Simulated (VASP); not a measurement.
# Zr3PdSe4 (P-6m2) in VASP: notebook

The runs below take Zr3PdSe4 through relaxation of cell and atoms, with PBE.

Everything below comes from runs of VASP 6.6.1. Logs are shortened: lines on timing, memory, paths and dates and some standing lists are left out, and cuts for length are marked.

## 1. The crystal as given

It takes space group P-6m2 (No. 187, hexagonal). Conventional cell: a = 7.188 Å, b = 7.188 Å, c = 3.661 Å, α = 90.00°, β = 90.00°, γ = 120.00°. Around Zr (site symmetry mm2) lie 6 Se at 2.72 to 2.87 Å. Pd (site symmetry -6m2) has 6 Se at 2.76 Å as nearest neighbours. Around Se (site symmetry mm2) lie 4 Zr at 2.72 Å and 2 Pd at 2.76 Å. Around Se (site symmetry -6m2) lie 6 Zr at 2.87 Å.

The cell was built by a generator and needn't be a form met in nature.

## 2. Relaxation of cell and atoms, PBE

The input, INCAR:

```
PREC = Accurate
ENCUT = 520
EDIFF = 1E-6
ISMEAR = 0
SIGMA = 0.1
LREAL = False
LASPH = True
NELM = 120
ALGO = Normal
ISIF = 3
LWAVE = False
LCHARG = False
GGA = PE
IBRION = 2
NSW = 90
EDIFFG = -0.01
KPAR = 4
```

The input, KPOINTS:

```
Automatic mesh
0
Gamma
  6 6 8
```

The input, POSCAR:

```
Zr3PdSe4
1.0
    7.1880040700      0.0000000000      0.0000000000
   -3.5940020300      6.2249941300      0.0000000000
    0.0000000000      0.0000000000      3.6610000000
Zr Pd Se
3 1 4
Direct
    0.0226353800      0.5113176900      0.0000000000
    0.4886823100      0.9773646200      0.0000000000
    0.4886823100      0.5113176900      0.0000000000
    0.0000000000      0.0000000000      0.0000000000
    0.1663977400      0.8336022600      0.5000000000
    0.1663977400      0.3327954900      0.5000000000
    0.6666666700      0.3333333300      0.5000000000
    0.6672045100      0.8336022600      0.5000000000
```

Potentials or basis: VASP PAW PBE potentials, release 64 (Zr_sv, Pd, Se).

Started as:

```console
cat potpaw_PBE.64/Zr_sv/POTCAR potpaw_PBE.64/Pd/POTCAR potpaw_PBE.64/Se/POTCAR > POTCAR
mpirun -np 4 vasp_std > vasp.out
```

OUTCAR:

```text
PREC = Accurate
   ENCUT = 520
   EDIFF = 1E-6
   ISMEAR = 0
   LREAL = False
   LASPH = True
   NELM = 120
   ISIF = 3
   GGA = PE
   IBRION = 2
   NSW = 90
   EDIFFG = -0.01

 ion  position               nearest neighbor table
   1  0.023  0.511  0.000-   6 2.72   6 2.72   5 2.72   5 2.72   7 2.87   7 2.87   3 3.35   2 3.35
                             4 3.60   4 3.60   3 3.84   2 3.84
   2  0.489  0.977  0.000-   8 2.72   8 2.72   5 2.72   5 2.72   7 2.87   7 2.87   3 3.35   1 3.35
                             4 3.60   4 3.60   3 3.84   1 3.84
   3  0.489  0.511  0.000-   8 2.72   8 2.72   6 2.72   6 2.72   7 2.87   7 2.87   2 3.35   1 3.35
                             4 3.60   4 3.60   2 3.84   1 3.84
   4  0.000  0.000  0.000-   5 2.76   5 2.76   6 2.76   6 2.76   8 2.76   8 2.76   1 3.60   2 3.60
                             1 3.60   2 3.60   3 3.60   3 3.60
   5  0.166  0.834  0.500-   1 2.72   1 2.72   2 2.72   2 2.72   4 2.76   4 2.76
   6  0.166  0.333  0.500-   1 2.72   1 2.72   3 2.72   3 2.72   4 2.76   4 2.76
   7  0.667  0.333  0.500-   2 2.87   2 2.87   1 2.87   1 2.87   3 2.87   3 2.87
   8  0.667  0.834  0.500-   2 2.72   2 2.72   3 2.72   3 2.72   4 2.76   4 2.76

  LATTYP: Found a hexagonal cell.
 ALAT       =     7.1880040700
 C/A-ratio  =     0.5093208023

  Lattice vectors:

 A1 = (   7.1880040700,   0.0000000000,   0.0000000000)
 A2 = (  -3.5940020300,   6.2249941300,   0.0000000000)
 A3 = (   0.0000000000,   0.0000000000,   3.6610000000)

Analysis of symmetry for initial positions (statically):
=====================================================================
 Subroutine PRICEL returns:
 Original cell was already a primitive cell.

 Routine SETGRP: Setting up the symmetry group for a
 hexagonal supercell.

 Subroutine GETGRP returns: Found 12 space group operations
 (whereof 12 operations were pure point group operations)
 out of a pool of 24 trial point group operations.

The static configuration has the point symmetry D_3h.

Analysis of symmetry for dynamics (positions and initial velocities):
=====================================================================
 Subroutine PRICEL returns:
 Original cell was already a primitive cell.

 Routine SETGRP: Setting up the symmetry group for a
 hexagonal supercell.

 Subroutine GETGRP returns: Found 12 space group operations
 (whereof 12 operations were pure point group operations)
 out of a pool of 24 trial point group operations.

The dynamic configuration has the point symmetry D_3h.

 Subroutine INISYM returns: Found 12 space group operations
 (whereof 12 operations are pure point group operations),
 and found     1 'primitive' translations

----------------------------------------------------------------------------------------

                                     Primitive cell

  volume of cell :     163.8125

  direct lattice vectors                    reciprocal lattice vectors
     7.188004070  0.000000000  0.000000000     0.139120678  0.080321361  0.000000000
    -3.594002030  6.224994130  0.000000000     0.000000000  0.160642722  0.000000000
     0.000000000  0.000000000  3.661000000     0.000000000  0.000000000  0.273149413

  length of vectors
     7.188004070  7.188004070  3.661000000     0.160642722  0.160642722  0.273149413

  position of ions in fractional coordinates (direct lattice)
     0.022635380  0.511317690  0.000000000
     0.488682310  0.977364620  0.000000000
     0.488682310  0.511317690  0.000000000
     0.000000000  0.000000000  0.000000000
     0.166397740  0.833602260  0.500000000
     0.166397740  0.332795490  0.500000000
     0.666666670  0.333333330  0.500000000
     0.667204510  0.833602260  0.500000000

  ion indices of the primitive-cell ions
   primitive index   ion index
                 1           1
                 2           2
                 3           3
                 4           4
                 5           5
                 6           6
                 7           7
                 8           8

----------------------------------------------------------------------------------------

 KPOINTS: Automatic mesh

Automatic generation of k-mesh.
 Grid dimensions read from file:
 generate k-points for:    6    6    8

 Generating k-lattice:

  Cartesian coordinates                     Fractional coordinates (reciprocal lattice)
     0.023186780  0.013386893  0.000000000     0.166666667  0.000000000  0.000000000
     0.000000000  0.026773787  0.000000000     0.000000000  0.166666667  0.000000000
     0.000000000  0.000000000  0.034143677     0.000000000  0.000000000  0.125000000

  Length of vectors
     0.026773787  0.026773787  0.034143677

  Shift w.r.t. Gamma in fractional coordinates (k-lattice)
     0.000000000  0.000000000  0.000000000

 Subroutine IBZKPT returns following result:
 ===========================================

 Found     35 irreducible k-points:

 Following reciprocal coordinates:
            Coordinates               Weight
  0.000000  0.000000  0.000000      1.000000
  0.166667 -0.000000  0.000000      6.000000
  0.333333  0.000000  0.000000      6.000000
  0.500000  0.000000  0.000000      3.000000
  0.166667  0.166667  0.000000      6.000000
  0.333333  0.166667  0.000000     12.000000
[... 16 lines left out ...]
  0.166667 -0.000000  0.375000     12.000000
  0.333333  0.000000  0.375000     12.000000
 [... further k-points ...]
   k-points           NKPTS =     35   k-points in BZ     NKDIM =     35   number of bands    NBANDS=     42
   number of dos      NEDOS =    301   number of ions     NIONS =      8
   total plane-waves  NPLWV =  81648
   dimension x,y,z NGX =    54 NGY =   54 NGZ =   28
   dimension x,y,z NGXF=   108 NGYF=  108 NGZF=   56
   ions per type =               3   1   4
   NGX,Y,Z   is equivalent  to a cutoff of  12.49, 12.49, 12.71 a.u.
   NGXF,Y,Z  is equivalent  to a cutoff of  24.98, 24.98, 25.43 a.u.
 SYSTEM =  unknown system
   PREC   = accura    normal or accurate (medium, high low for compatibility)
   ISTART =      0    job   : 0-new  1-cont  2-samecut
   ICHARG =      2    charge: 1-file 2-atom 10-const
   ISPIN  =      1    spin polarized calculation?
   LNONCOLLINEAR =      F non collinear calculations
   LSORBIT =      F    spin-orbit coupling
   LASPH  =      T    aspherical Exc in radial PAW
   ENCUT  =  520.0 eV  38.22 Ry    6.18 a.u.  13.36 13.36  6.81*2*pi/ulx,y,z
   NELM   =    120;   NELMIN=  2; NELMDL= -5     # of ELM steps
   EDIFF  = 0.1E-05   stopping-criterion for ELM
   LREAL  =      F    real-space projection
   EDIFFG = -.1E-01   stopping-criterion for IOM
   NSW    =     90    number of steps for IOM
   IBRION =      2    ionic relax: 0-MD 1-quasi-New 2-CG
   NFREE  =      1    steps in history (QN), initial steepest desc. (CG)
   ISIF   =      3    stress and relaxation
   ISYM   =      2    0-nonsym 1-usesym 2-fastsym
   POTIM  = 0.5000    time-step for ionic-motion
   TEBEG  =    0.0;   TEEND  =   0.0 temperature during run
   PSTRESS=    0.0 pullay stress
   NELECT =      70.0000    total number of electrons
   NUPDOWN=      -1.0000    fix difference up-down
   EMIN   =  10.00;   EMAX   =-10.00  energy-range for DOS
   EFERMI =   0.00;   METHOD = LEGACY
   ISMEAR =     0;   SIGMA  =   0.10  broadening in eV -4-tet -1-fermi 0-gaus
   EFERMI_NEDOS =   21; number of points for ismear=-14 and -15
   IALGO  =     38    algorithm
   IMIX   =      4    mixing-type and parameters
     AMIX     =   0.40;   BMIX     =  1.00
     AMIX_MAG =   1.60;   BMIX_MAG =  1.00
  volume/ion in A,a.u.               =      20.48       138.18
  Fermi-wavevector in a.u.,A,eV,Ry     =   1.233082  2.330187 20.687528  1.520490
  Thomas-Fermi vector in A             =   2.367826
   LORBIT       =      0    0 simple, 1 ext, 2 COOP (PROOUT), +10 PAW based schemes
   GGA     = PE    functional components
   LHFCALC =     F    Hartree Fock is set to
   AEXX    =    0.0000 exact exchange contribution
   IVDW    =     0    specifies the selected vdW correction
   LEPSILON=     F    determine dielectric tensor
   LRPA    =     F    only Hartree local field effects (RPA)
 conjugate gradient relaxation of ions
 non-spin polarized calculation
 Gauss-broadening in eV      SIGMA  =   0.10
  energy-cutoff  :      520.00
  volume of cell :      163.81
 maximum number of plane-waves:      4466
 NGX is ok and might be reduce to    54
   NGX = 27   NGY = 27   NGZ = 13

--------------------------------------- Ionic step        1  -------------------------------------------

 number of electron      70.0000008 magnetization

 Free energy of the ion-electron system (eV)
  ---------------------------------------------------
  ext. energy  EPLUGINS =         0.00000000
  ---------------------------------------------------
  free energy    TOTEN  =       -53.19915702 eV

  energy without entropy =      -53.17424627  energy(sigma->0) =      -53.18670165

------------------------ aborting loop because EDIFF is reached ----------------------------------------

  FORCE on cell =-STRESS in cart. coord.  units (eV):
  Direction    XX          YY          ZZ          XY          YZ          ZX
  --------------------------------------------------------------------------------------
  -------------------------------------------------------------------------------------
  Total       -0.5145185     -0.5145185     -0.7032749     -0.0000000      0.0000000     -0.0000000
  in kB       -5.0322777     -5.0322777     -6.8784205     -0.0000000      0.0000000     -0.0000000
  external PRESSURE =      -5.6476587 kB  Pullay stress =       0.0000000 kB
[... 237 lines left out ...]
  energy  without entropy=      -53.1805724242  energy(sigma->0) =      -53.19375040

--------------------------------------- Ionic step        7  -------------------------------------------

 number of electron      70.0000006 magnetization

 Free energy of the ion-electron system (eV)
  ---------------------------------------------------
  ext. energy  EPLUGINS =         0.00000000
  ---------------------------------------------------
  free energy    TOTEN  =       -53.20694607 eV

  energy without entropy =      -53.18063579  energy(sigma->0) =      -53.19379093

 E-fermi :   8.2146     XC(G=0): -10.9822

 val. band max:        8.2144881159   @ k =   0.0000   0.0000   0.1250
 cond. band min:       8.2331001783   @ k =   0.1667  -0.0000   0.1250
 fundamental gap:      0.0186120624
 Fermi energy:         8.2145987086

 k-point     1 :       0.0000    0.0000    0.0000
  band No.  band energies     occupation
      1     -41.4553      2.00000
      2     -41.4318      2.00000
      3     -41.4318      2.00000
      4     -19.6599      2.00000
      5     -19.6599      2.00000
      6     -19.5677      2.00000
[... 1069 lines left out ...]
     41      10.4002      0.00000
     42      10.5184      0.00000

 [... further k-points ...]
[... 5 lines left out ...]
  --------------------------------------------------------------------------------------
  -------------------------------------------------------------------------------------
  Total       -0.0267405     -0.0267405     -0.0447869     -0.0000000      0.0000000      0.0000000
  in kB       -0.2637716     -0.2637716     -0.4417836     -0.0000000      0.0000000      0.0000000
  external PRESSURE =      -0.3231089 kB  Pullay stress =       0.0000000 kB
[... 23 lines left out ...]
  FREE ENERGIE OF THE ION-ELECTRON SYSTEM (eV)
  ---------------------------------------------------
  free  energy   TOTEN  =       -53.2069460742 eV

  energy  without entropy=      -53.1806357943  energy(sigma->0) =      -53.19379093

 reached required accuracy - stopping structural energy minimisation
```

It took 4.4 min on 4 MPI ranks of Intel Xeon 6975P-C (Granite Rapids), shared host; peak memory 0.43 GiB.

What came out:

| Quantity | Value |
| --- | --- |
| Free energy | -53.2069 eV |
| Relaxed volume | 20.30 Å³/atom |
| Relaxed cell | a = 7.165 Å, b = 7.165 Å, c = 3.654 Å, α = 90.00°, β = 90.00°, γ = 120.00° |
| Space group after relaxing (to 0.05 Å) | P-6m2 (No. 187) |
| Energy gained by relaxing | 1.0 meV/atom |
| Ionic steps | 7 |
| Pressure after relaxing | 0.0 GPa |
| Largest force after relaxing | 0.004 eV/Å |
| Band gap on the k mesh | none (metal or under the smearing width) |

Forces on the atoms (eV/Å):
```
Zr  -0.002 -0.001  0.000
Zr   0.000  0.002  0.000
Zr   0.002 -0.001  0.000
Pd   0.000  0.000  0.000
Se   0.004 -0.002  0.000
Se   0.000  0.004  0.000
Se   0.000  0.000  0.000
Se  -0.004 -0.002  0.000
```

Step by step:
```tsv
step	energy change (eV)	largest force (eV/Å)	pressure (GPa)	volume (Å³)
1	0.0000	0.1657	-0.56	163.81
2	-0.0046	0.1376	0.43	162.11
3	-0.0047	0.1405	0.33	162.28
4	-0.0076	0.0245	0.05	162.39
5	-0.0077	0.0187	0.00	162.41
6	-0.0078	0.0104	-0.02	162.42
7	-0.0078	0.0043	-0.03	162.42
```

Final structure:
```
Zr Pd Se
1.0
     7.16459    0.00000    0.00000
    -3.58230    6.20472    0.00000
     0.00000    0.00000    3.65375
Zr Pd Se
3 1 4
Direct
  0.01938 0.50969 0.00000
  0.49031 0.98062 0.00000
  0.49031 0.50969 0.00000
  0.00000 0.00000 0.00000
  0.16613 0.83387 0.50000
  0.16613 0.33226 0.50000
  0.66667 0.33333 0.50000
  0.66774 0.83387 0.50000
```

## 3. Relaxation of cell and atoms, PBE

This run uses another cell than the first one, of 20.30 Å³/atom, 0.992 times its volume.

Changes to INCAR since step 2:

```diff
@@ -2,3 +2,3 @@
 ENCUT = 520
-EDIFF = 1E-6
+EDIFF = 1E-7
 ISMEAR = 0
@@ -14,4 +14,5 @@
 IBRION = 2
-NSW = 90
-EDIFFG = -0.01
+NSW = 60
+EDIFFG = -0.005
+POTIM = 0.3
 KPAR = 4
```

KPOINTS is that of step 2.

The input, POSCAR:

```
Zr3PdSe4                                
1.0
    7.1645916106     -0.0000000000     -0.0000000000
   -3.5822958004      6.2047183454      0.0000000000
   -0.0000000000      0.0000000000      3.6537461509
  Zr              Pd              Se            
     3     1     4
Direct
     0.0193835989997986    0.5096917994998981    0.0000000000000000
     0.4903082005001020    0.9806164010002014    1.0000000000000000
     0.4903082005000995    0.5096917994999006    0.0000000000000000
     0.0000000000000000    0.0000000000000000    0.0000000000000000
     0.1661308001979091    0.8338691998020908    0.5000000000000000
     0.1661308001979086    0.3322616103958185    0.5000000000000000
     0.6666666699999979    0.3333333300000021    0.5000000000000000
     0.6677383896041815    0.8338691998020914    0.5000000000000000
```

Potentials or basis: VASP PAW PBE potentials, release 64 (Zr_sv, Pd, Se).

Started as:

```console
cat potpaw_PBE.64/Zr_sv/POTCAR potpaw_PBE.64/Pd/POTCAR potpaw_PBE.64/Se/POTCAR > POTCAR
mpirun -np 4 vasp_std > vasp.out
```

Wall time 1.9 min (4 MPI ranks of Intel Xeon 6975P-C (Granite Rapids), shared host); peak memory 0.43 GiB.

Results (log left out):

```
Free energy                            : -53.2066 eV
Relaxed volume                         : 20.30 Å³/atom
Relaxed cell                           : a = 7.164 Å, b = 7.164 Å, c = 3.653 Å, α = 90.00°, β = 90.00°, γ = 120.00°
Space group after relaxing (to 0.05 Å) : P-6m2 (No. 187)
Energy gained by relaxing              : 0.0 meV/atom
Ionic steps                            : 2
Pressure after relaxing                : 0.0 GPa
Band gap on the k mesh                 : none (metal or under the smearing width)
```

Forces on the atoms (eV/Å):
```
Zr  -0.003 -0.001  0.000
Zr   0.000  0.003  0.000
Zr   0.003 -0.001  0.000
Pd   0.000  0.000  0.000
Se   0.002 -0.001  0.000
Se   0.000  0.002  0.000
Se   0.000  0.000  0.000
Se  -0.002 -0.001  0.000
```

Final structure:
```cif
data_structure
_symmetry_space_group_name_H-M 'P 1'
_symmetry_Int_Tables_number 1
_cell_length_a 7.1639
_cell_length_b 7.1639
_cell_length_c 3.6532
_cell_angle_alpha 90.000
_cell_angle_beta 90.000
_cell_angle_gamma 120.000
_cell_volume 162.37
loop_
_atom_site_label
_atom_site_type_symbol
_atom_site_fract_x
_atom_site_fract_y
_atom_site_fract_z
_atom_site_occupancy
Zr1 Zr 0.01938 0.50969 0.00000 1
Zr2 Zr 0.49031 0.98062 0.00000 1
Zr3 Zr 0.49031 0.50969 0.00000 1
Pd1 Pd 0.00000 0.00000 0.00000 1
Se1 Se 0.16614 0.83386 0.50000 1
Se2 Se 0.16614 0.33228 0.50000 1
Se3 Se 0.66667 0.33333 0.50000 1
Se4 Se 0.66772 0.83386 0.50000 1
```

Levels at points of the mesh, in eV from the Fermi level:
```
           k point  band 33  band 34  band 35  band 36  band 37  band 38
(0.00, 0.00, 0.00)    -1.63    -1.63    -0.13    -0.13     0.97     0.98
(0.50, 0.00, 0.00)    -1.52    -1.45    -0.12    -0.06     0.64     0.71
(0.00, 0.00, 0.50)    -0.65    -0.50    -0.18    -0.18     1.37     1.37
(0.50, 0.00, 0.50)    -0.96    -0.76    -0.11    -0.01     1.06     1.21
```
